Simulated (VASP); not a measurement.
Input for VASP

### INCAR
```
ALGO=Normal
EDIFF=1E-7
ENCUT=400
GGA=PS
ISIF=2
ISMEAR=-5
LASPH=.TRUE.
LCHARG=.TRUE.
LMAXMIX=6
LORBIT=11
LREAL=.FALSE.
LWAVE=.FALSE.
NEDOS=601
NELM=100
PREC=Accurate
SYSTEM=AuCl
```

File KPOINTS:
```
Automatic mesh
0
Gamma
12 12 12
0 0 0
```

POSCAR:
```
AuCl
1
    0.0000000000     2.9305726041     2.9305726041
    2.9305726041     0.0000000000     2.9305726041
    2.9305726041     2.9305726041     0.0000000000
Au Cl
1 1
Direct
  0.0000000000   0.0000000000   0.0000000000
  0.2500000000   0.2500000000   0.2500000000
```

POTCAR, in this order: Au Cl (PBE.64 set). Program: vasp_std.

Task: Translate this PBEsol calculation to Ansatz.

Result: One equivalent input (not run):
Ansatz 0.2 input:
```yaml
crystal:
  lattice:
    - [0.0000000, 2.9305726, 2.9305726]
    - [2.9305726, 0.0000000, 2.9305726]
    - [2.9305726, 2.9305726, 0.0000000]
  atoms:
    - { symbol: Au, position: [0.0000000, 0.0000000, 0.0000000] }
    - { symbol: Cl, position: [0.2500000, 0.2500000, 0.2500000] }
kpoints:
  mp_grid: { grid: [12, 12, 12] }
hamiltonian:
  xc: pbesol
  pseudopotentials: { kind: paw }
scf:
  occupations: { method: tetrahedron }
  max_iter: 100
output: { forces: true, stress: true, eigenvalues: true }
```
The two are equivalent in intent, not identical: each code has its own PAW files, so the cut-off isn't converted (ENCUT is set for VASP's; basis.ecutwfc is left out, and Ansatz then takes the one that its files recommend); Ansatz stops its SCF on the density residual and VASP on the energy change (EDIFF).

The structure was generated: AuCl was put into the zinc blende type (F-43m), which need not be its known phase. It was relaxed first, which changed the volume by +21 %.
